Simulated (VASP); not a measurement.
# HfRu3 (Pm-3m) in VASP: equation of state

How stiff is HfRu3 in PBE, and what volume does it want? The cell is scaled to several volumes.

Program: VASP 6.6.1. These are calculated values, not measurements. Logs are shortened: lines on timing, memory, paths and dates and some standing lists are left out, and cuts for length are marked.

## 1. The crystal as given

The structure is cubic, space group Pm-3m (No. 221). The conventional cell has a = 3.956 Å, b = 3.956 Å, c = 3.956 Å, α = 90.00°, β = 90.00°, γ = 90.00°. Around Hf (site symmetry m-3m) lie 12 Ru at 2.80 Å. Around Ru (site symmetry 4/mmm) lie 4 Hf at 2.80 Å and 8 Ru at 2.80 Å.

The cell comes from a database or a generator and needn't be the stable form of this composition.

## 2. Equation of state, PBE, 14.55 Å³/atom (volume scaled by 0.94)

Contents of INCAR:

```
PREC = Accurate
ENCUT = 520
EDIFF = 1E-7
ISMEAR = -1
SIGMA = 0.05
LREAL = False
LASPH = True
NELM = 100
ALGO = Normal
ISIF = 2
LWAVE = False
LCHARG = False
GGA = PE
NBANDS = 34
```

Contents of KPOINTS:

```
regular mesh
0
Gamma
  7 7 7
```

Contents of POSCAR:

```
HfRu3
1.0
    3.8750202800      0.0000000000      0.0000000000
    0.0000000000      3.8750202800      0.0000000000
    0.0000000000      0.0000000000      3.8750202800
Hf Ru
1 3
Direct
    0.0000000000      0.0000000000      0.0000000000
    0.0000000000      0.5000000000      0.5000000000
    0.5000000000      0.0000000000      0.5000000000
    0.5000000000      0.5000000000      0.0000000000
```

Potentials or basis: VASP PAW PBE potentials, release 64 (Hf_pv, Ru_pv).

Started as:

```bash
$ cat potpaw_PBE.64/Hf_pv/POTCAR potpaw_PBE.64/Ru_pv/POTCAR > POTCAR
$ mpirun -np 1 vasp_std > vasp.out
```

OUTCAR:

```text
PREC = Accurate
   ENCUT = 520
   EDIFF = 1E-7
   ISMEAR = -1
   LREAL = False
   LASPH = True
   NELM = 100
   ISIF = 2
   GGA = PE

 Found     20 irreducible k-points:

 Following reciprocal coordinates:
            Coordinates               Weight
  0.000000  0.000000  0.000000      1.000000
  0.142857  0.000000  0.000000      6.000000
  0.285714  0.000000  0.000000      6.000000
  0.428571  0.000000  0.000000      6.000000
  0.142857  0.142857  0.000000     12.000000
  0.285714  0.142857  0.000000     24.000000
   k-points           NKPTS =     20   k-points in BZ     NKDIM =     20   number of bands    NBANDS=     34
   number of dos      NEDOS =    301   number of ions     NIONS =      4
   total plane-waves  NPLWV =  27000
   dimension x,y,z NGX =    30 NGY =   30 NGZ =   30
   dimension x,y,z NGXF=    60 NGYF=   60 NGZF=   60
   ions per type =               1   3
   NGX,Y,Z   is equivalent  to a cutoff of  12.87, 12.87, 12.87 a.u.
   NGXF,Y,Z  is equivalent  to a cutoff of  25.74, 25.74, 25.74 a.u.
 SYSTEM =  unknown system
   PREC   = accura    normal or accurate (medium, high low for compatibility)
   ISTART =      0    job   : 0-new  1-cont  2-samecut
   ICHARG =      2    charge: 1-file 2-atom 10-const
   ISPIN  =      1    spin polarized calculation?
   LNONCOLLINEAR =      F non collinear calculations
   LSORBIT =      F    spin-orbit coupling
   LASPH  =      T    aspherical Exc in radial PAW
   ENCUT  =  520.0 eV  38.22 Ry    6.18 a.u.   7.20  7.20  7.20*2*pi/ulx,y,z
   NELM   =    100;   NELMIN=  2; NELMDL= -5     # of ELM steps
   EDIFF  = 0.1E-06   stopping-criterion for ELM
   LREAL  =      F    real-space projection
   EDIFFG = 0.1E-05   stopping-criterion for IOM
   NSW    =      0    number of steps for IOM
   IBRION =     -1    ionic relax: 0-MD 1-quasi-New 2-CG
   NFREE  =      0    steps in history (QN), initial steepest desc. (CG)
   ISIF   =      2    stress and relaxation
   ISYM   =      2    0-nonsym 1-usesym 2-fastsym
   POTIM  = 0.5000    time-step for ionic-motion
   TEBEG  =    0.0;   TEEND  =   0.0 temperature during run
   PSTRESS=    0.0 pullay stress
   NELECT =      52.0000    total number of electrons
   NUPDOWN=      -1.0000    fix difference up-down
   EMIN   =  10.00;   EMAX   =-10.00  energy-range for DOS
   EFERMI =   0.00;   METHOD = LEGACY
   ISMEAR =    -1;   SIGMA  =   0.05  broadening in eV -4-tet -1-fermi 0-gaus
   EFERMI_NEDOS =   21; number of points for ismear=-14 and -15
   IALGO  =     38    algorithm
   IMIX   =      4    mixing-type and parameters
     AMIX     =   0.40;   BMIX     =  1.00
     AMIX_MAG =   1.60;   BMIX_MAG =  1.00
  volume/ion in A,a.u.               =      14.55        98.17
  Fermi-wavevector in a.u.,A,eV,Ry     =   1.576892  2.979894 33.832091  2.486589
  Thomas-Fermi vector in A             =   2.677657
   LORBIT       =      0    0 simple, 1 ext, 2 COOP (PROOUT), +10 PAW based schemes
   GGA     = PE    functional components
   LHFCALC =     F    Hartree Fock is set to
   AEXX    =    0.0000 exact exchange contribution
   IVDW    =     0    specifies the selected vdW correction
   LEPSILON=     F    determine dielectric tensor
   LRPA    =     F    only Hartree local field effects (RPA)
 non-spin polarized calculation
  energy-cutoff  :      520.00
  volume of cell :       58.19
 maximum number of plane-waves:      1582
 NGX is ok and might be reduce to    30
   NGX = 15   NGY = 15   NGZ = 15

 number of electron      52.0000016 magnetization

 Free energy of the ion-electron system (eV)
  ---------------------------------------------------
  ext. energy  EPLUGINS =         0.00000000
  ---------------------------------------------------
  free energy    TOTEN  =       -38.30149069 eV

  energy without entropy =      -38.26290012  energy(sigma->0) =      -38.28219541

 E-fermi :  10.4425     XC(G=0): -13.6038

 val. band max:       10.4378365726   @ k =   0.2857   0.0000   0.0000
 cond. band min:      10.7021102563   @ k =   0.2857   0.2857   0.2857
 fundamental gap:      0.2642736837
 Fermi energy:        10.4424787810

 k-point     1 :       0.0000    0.0000    0.0000
  band No.  band energies     occupation
      1     -32.0758      2.00000
      2     -32.0758      2.00000
      3     -32.0758      2.00000
      4     -31.6691      2.00000
      5     -31.6691      2.00000
      6     -31.6691      2.00000
[... 26 lines left out ...]
     33      15.7524      0.00000
     34      17.5207      0.00000

 k-point     2 :       0.1429    0.0000    0.0000
  band No.  band energies     occupation
      1     -32.0590      2.00000
      2     -32.0590      2.00000
      3     -32.0481      2.00000
      4     -31.6748      2.00000
      5     -31.6748      2.00000
      6     -31.6713      2.00000
[... 26 lines left out ...]
     33      15.7623      0.00000
     34      17.4626      0.00000

 k-point     3 :       0.2857    0.0000    0.0000
  band No.  band energies     occupation
      1     -32.0158      2.00000
      2     -32.0158      2.00000
      3     -31.9700      2.00000
      4     -31.6942      2.00000
      5     -31.6942      2.00000
      6     -31.6761      2.00000
[... 26 lines left out ...]
     33      15.0380      0.00000
     34      17.3530      0.00000

 k-point     4 :       0.4286    0.0000    0.0000
  band No.  band energies     occupation
      1     -31.9719      2.00000
      2     -31.9719      2.00000
      3     -31.8559      2.00000
      4     -31.7239      2.00000
      5     -31.7214      2.00000
      6     -31.7214      2.00000
[... 26 lines left out ...]
     33      14.5935      0.00000
     34      17.2811      0.00000

 k-point     5 :       0.1429    0.1429    0.0000
  band No.  band energies     occupation
      1     -32.0670      2.00000
      2     -32.0420      2.00000
      3     -32.0010      2.00000
      4     -31.7067      2.00000
      5     -31.6791      2.00000
      6     -31.6502      2.00000
[... 26 lines left out ...]
     33      16.0933      0.00000
     34      16.7084      0.00000

 k-point     6 :       0.2857    0.1429    0.0000
  band No.  band energies     occupation
      1     -32.0412      2.00000
      2     -31.9980      2.00000
      3     -31.9208      2.00000
      4     -31.7564      2.00000
      5     -31.6953      2.00000
      6     -31.6428      2.00000
[... 26 lines left out ...]
     33      15.5590      0.00000
     34      16.4165      0.00000

 [... further k-points ...]

------------------------ aborting loop because EDIFF is reached ----------------------------------------

  FORCE on cell =-STRESS in cart. coord.  units (eV):
  Direction    XX          YY          ZZ          XY          YZ          ZX
  --------------------------------------------------------------------------------------
  -------------------------------------------------------------------------------------
  Total        5.1687306      5.1687306      5.1687306     -0.0000000      0.0000000      0.0000000
  in kB      142.3221644    142.3221644    142.3221644     -0.0000000      0.0000000      0.0000000
  external PRESSURE =     142.3221644 kB  Pullay stress =       0.0000000 kB

 VOLUME and BASIS-vectors are now :
 -----------------------------------------------------------------------------
  energy-cutoff  :      520.00
  volume of cell :       58.19
      direct lattice vectors                 reciprocal lattice vectors
     3.875020280  0.000000000  0.000000000     0.258063166  0.000000000  0.000000000
     0.000000000  3.875020280  0.000000000     0.000000000  0.258063166  0.000000000
     0.000000000  0.000000000  3.875020280     0.000000000  0.000000000  0.258063166

 POSITION                                       TOTAL-FORCE (eV/Angst)
 -----------------------------------------------------------------------------------
      0.00000      0.00000      0.00000         0.000000      0.000000      0.000000
      0.00000      1.93751      1.93751         0.000000      0.000000      0.000000
      1.93751      0.00000      1.93751         0.000000      0.000000      0.000000
      1.93751      1.93751      0.00000         0.000000      0.000000      0.000000
 -----------------------------------------------------------------------------------
    total drift:                                0.000000      0.000000     -0.000000

  FREE ENERGIE OF THE ION-ELECTRON SYSTEM (eV)
  ---------------------------------------------------
  free  energy   TOTEN  =       -38.3014906914 eV

  energy  without entropy=      -38.2629001216  energy(sigma->0) =      -38.28219541
```

It took 26 s on 1 thread of Intel Xeon Platinum 8488C (Sapphire Rapids), shared host; peak memory 0.18 GiB.

Results:

```yaml
Free_energy: -38.3015 eV
Pressure: 14.2 GPa
Band_gap_on_the_k_mesh: none (metal or under the smearing width)
```

## 3. Equation of state, PBE, 14.86 Å³/atom (volume scaled by 0.96)

Contents of INCAR:

```
PREC = Accurate
ENCUT = 520
EDIFF = 1E-7
ISMEAR = -1
SIGMA = 0.05
LREAL = F
LASPH = T
NELM = 80
ALGO = Normal
ISIF = 2
LWAVE = F
LCHARG = F
GGA = PE
NBANDS = 34
```

Contents of KPOINTS:

```
Automatic mesh
0
Gamma
  7 7 7
```

Contents of POSCAR:

```
HfRu3
1.0
    3.9023100544      0.0000000000      0.0000000000
    0.0000000000      3.9023100544      0.0000000000
    0.0000000000      0.0000000000      3.9023100544
Hf Ru
1 3
Direct
    0.0000000000      0.0000000000      0.0000000000
    0.0000000000      0.5000000000      0.5000000000
    0.5000000000      0.0000000000      0.5000000000
    0.5000000000      0.5000000000      0.0000000000
```

Potentials or basis: VASP PAW PBE potentials, release 64 (Hf_pv, Ru_pv).

Started as:

```bash
$ cat potpaw_PBE.64/Hf_pv/POTCAR potpaw_PBE.64/Ru_pv/POTCAR > POTCAR
$ mpirun -np 1 vasp_std > vasp.out
```

Wall time 26 s (1 thread of Intel Xeon Platinum 8488C (Sapphire Rapids), shared host); peak memory 0.18 GiB.

Results (log left out):

- Free energy: -38.3887 eV
- Pressure: 8.3 GPa
- Band gap on the k mesh: none (metal or under the smearing width)

## 4. Equation of state, PBE, 15.17 Å³/atom (volume scaled by 0.98)

Contents of INCAR:

```
SYSTEM = HfRu3
PREC     = Accurate       ! precision mode
ENCUT    = 520            ! plane-wave cutoff, eV
EDIFF    = 1E-7           ! SCF threshold, eV
ISMEAR   = -1             ! smearing method
SIGMA    = 0.05           ! smearing width, eV
LREAL    = .FALSE.        ! projectors in reciprocal space
LASPH    = .TRUE.         ! aspherical terms in the spheres
NELM     = 100            ! most SCF steps
ALGO     = Normal         ! electronic algorithm
ISIF     = 2              ! what is computed and relaxed
LWAVE    = .FALSE.        ! write WAVECAR
LCHARG   = .FALSE.        ! write CHGCAR
GGA      = PE             ! functional
NBANDS   = 34             ! bands
```

Contents of KPOINTS:

```
Automatic mesh
0
G
  7 7 7
  0 0 0
```

Contents of POSCAR:

```
HfRu3
1.0
    3.9292233880      0.0000000000      0.0000000000
    0.0000000000      3.9292233880      0.0000000000
    0.0000000000      0.0000000000      3.9292233880
Hf Ru
1 3
Direct
    0.0000000000      0.0000000000      0.0000000000
    0.0000000000      0.5000000000      0.5000000000
    0.5000000000      0.0000000000      0.5000000000
    0.5000000000      0.5000000000      0.0000000000
```

Started as:

```bash
$ cat potpaw_PBE.64/Hf_pv/POTCAR potpaw_PBE.64/Ru_pv/POTCAR > POTCAR
$ mpirun -np 1 vasp_std > vasp.out
```

Wall time 27 s (1 thread of Intel Xeon Platinum 8488C (Sapphire Rapids), shared host); peak memory 0.18 GiB.

The run converged. Its results:

```yaml
Free_energy: -38.4322 eV
Pressure: 2.9 GPa
Band_gap_on_the_k_mesh: none (metal or under the smearing width)
```

## 5. Equation of state, PBE, 15.78 Å³/atom (volume scaled by 1.02)

Contents of INCAR:

```
SYSTEM = HfRu3
PREC     = Accurate       ! precision mode
ENCUT    = 520            ! plane-wave cutoff, eV
EDIFF    = 1E-7           ! SCF threshold, eV
ISMEAR   = -1             ! smearing method
SIGMA    = 0.05           ! smearing width, eV
LREAL    = .False.        ! projectors in reciprocal space
LASPH    = .True.         ! aspherical terms in the spheres
NELM     = 100            ! most SCF steps
ALGO     = Normal         ! electronic algorithm
ISIF     = 2              ! what is computed and relaxed
LWAVE    = .False.        ! write WAVECAR
LCHARG   = .False.        ! write CHGCAR
GGA      = PE             ! functional
NBANDS   = 34             ! bands
```

Contents of KPOINTS:

```
regular mesh
0
Gamma
  7 7 7
  0 0 0
```

Contents of POSCAR:

```
HfRu3
1.0
    3.9819709357      0.0000000000      0.0000000000
    0.0000000000      3.9819709357      0.0000000000
    0.0000000000      0.0000000000      3.9819709357
Hf Ru
1 3
Direct
    0.0000000000      0.0000000000      0.0000000000
    0.0000000000      0.5000000000      0.5000000000
    0.5000000000      0.0000000000      0.5000000000
    0.5000000000      0.5000000000      0.0000000000
```

Started as:

```bash
$ cat potpaw_PBE.64/Hf_pv/POTCAR potpaw_PBE.64/Ru_pv/POTCAR > POTCAR
$ mpirun -np 1 vasp_std > vasp.out
```

It took 29 s on 1 thread of Intel Xeon Platinum 8488C (Sapphire Rapids), shared host; peak memory 0.18 GiB.

Results (log left out):

```yaml
Free_energy: -38.4060 eV
Pressure: -6.2 GPa
Band_gap_on_the_k_mesh: none (metal or under the smearing width)
```

## 6. Equation of state, PBE, 16.09 Å³/atom (volume scaled by 1.04)

Contents of INCAR:

```
SYSTEM = HfRu3
PREC = Accurate ; ENCUT = 520
EDIFF = 1E-7 ; ISMEAR = -1
SIGMA = 0.05 ; LREAL = .False.
LASPH = .True. ; NELM = 100
ALGO = Normal ; ISIF = 2
LWAVE = .False. ; LCHARG = .False.
GGA = PE ; NBANDS = 34
```

KPOINTS is that of step 5.

Contents of POSCAR:

```
HfRu3
1.0
    4.0078286143      0.0000000000      0.0000000000
    0.0000000000      4.0078286143      0.0000000000
    0.0000000000      0.0000000000      4.0078286143
Hf Ru
1 3
Direct
    0.0000000000      0.0000000000      0.0000000000
    0.0000000000      0.5000000000      0.5000000000
    0.5000000000      0.0000000000      0.5000000000
    0.5000000000      0.5000000000      0.0000000000
```

Potentials or basis: VASP PAW PBE potentials, release 64 (Hf_pv, Ru_pv).

Started as:

```bash
$ cat potpaw_PBE.64/Hf_pv/POTCAR potpaw_PBE.64/Ru_pv/POTCAR > POTCAR
$ mpirun -np 1 vasp_std > vasp.out
```

Run time: 28 s. Hardware: 1 thread of Intel Xeon Platinum 8488C (Sapphire Rapids), shared host; peak memory 0.18 GiB.

Results (log left out):

* Free energy: -38.3441 eV
* Pressure: -10.0 GPa
* Band gap on the k mesh: none (metal or under the smearing width)

## 7. Equation of state, PBE, 16.40 Å³/atom (volume scaled by 1.06)

Contents of INCAR:

```
PREC = Accurate
ENCUT = 520
EDIFF = 1E-7
ISMEAR = -1
SIGMA = 0.05
LREAL = F
LASPH = T
NELM = 60
ALGO = Normal
ISIF = 2
LWAVE = F
LCHARG = F
GGA = PE
NBANDS = 34
```

Contents of KPOINTS:

```
Automatic mesh
0
Gamma
  7 7 7
```

Contents of POSCAR:

```
HfRu3
1.0
    4.0333568734      0.0000000000      0.0000000000
    0.0000000000      4.0333568734      0.0000000000
    0.0000000000      0.0000000000      4.0333568734
Hf Ru
1 3
Direct
    0.0000000000      0.0000000000      0.0000000000
    0.0000000000      0.5000000000      0.5000000000
    0.5000000000      0.0000000000      0.5000000000
    0.5000000000      0.5000000000      0.0000000000
```

Started as:

```bash
$ cat potpaw_PBE.64/Hf_pv/POTCAR potpaw_PBE.64/Ru_pv/POTCAR > POTCAR
$ mpirun -np 1 vasp_std > vasp.out
```

Run time: 29 s. Hardware: 1 thread of Intel Xeon Platinum 8488C (Sapphire Rapids), shared host; peak memory 0.18 GiB.

It converged, with:

| Quantity | Value |
| --- | --- |
| Free energy | -38.2543 eV |
| Pressure | -13.4 GPa |
| Band gap on the k mesh | none (metal or under the smearing width) |

## 8. Equation of state, PBE

Potentials or basis: VASP PAW PBE potentials, release 64 (Hf_pv, Ru_pv).

No new run: the results of the series are fitted here.

Results:

- Equilibrium volume: 15.36 Å³/atom
- Bulk modulus: 234 GPa
- Pressure derivative of the bulk modulus: 4.5

Energy against volume, from the lowest point:
| volume (Å³/atom) | energy (meV/atom) |
| --- | --- |
| 14.547 | 33.78 |
| 14.856 | 11.97 |
| 15.166 | 1.10 |
| 15.475 | 0.00 |
| 15.785 | 7.65 |
| 16.094 | 23.11 |
| 16.404 | 45.57 |
